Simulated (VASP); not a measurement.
Given:

```
NiSi
1.0
    0.00000     2.34111     2.34111
    2.34111     0.00000     2.34111
    2.34111     2.34111     0.00000
Ni Si
1 1
Direct
  0.00000   0.00000   0.00000
  0.50000   0.50000   0.50000
```

Method: PBEsol GGA, VASP's PBE PAW potentials (set 64) (plane waves; VASP 6.6.1). Settings: 400 eV cut-off, Gaussian smearing of 0.050 eV, potentials Ni Si.

Question: Give the energies of bands 2 to 10 at the high-symmetry points, in eV from the Fermi level.

Answer: 
```tsv
band	Γ	X	U	L	W
2	-2.63	-5.16	-4.78	-6.87	-4.44
3	-2.63	-3.55	-4.69	-3.49	-4.44
4	-2.63	-2.27	-2.96	-3.49	-3.70
5	-2.62	-1.65	-1.80	-1.84	-1.64
6	-2.62	-1.65	-1.75	-1.84	-1.21
7	4.17	-0.74	-1.21	-1.23	-1.08
8	4.17	-0.18	-0.68	5.84	-1.08
9	4.17	-0.18	1.47	5.84	-0.36
10	10.20	3.92	5.35	6.33	9.53
```

It has no gap at this level: it comes out as a metal or semimetal.

The structure was generated: NiSi was put into the rock salt type (Fm-3m), which need not be its known phase. It was relaxed first, which changed the volume by -22 %. The run is not spin-polarised, so no magnetic state was tried.
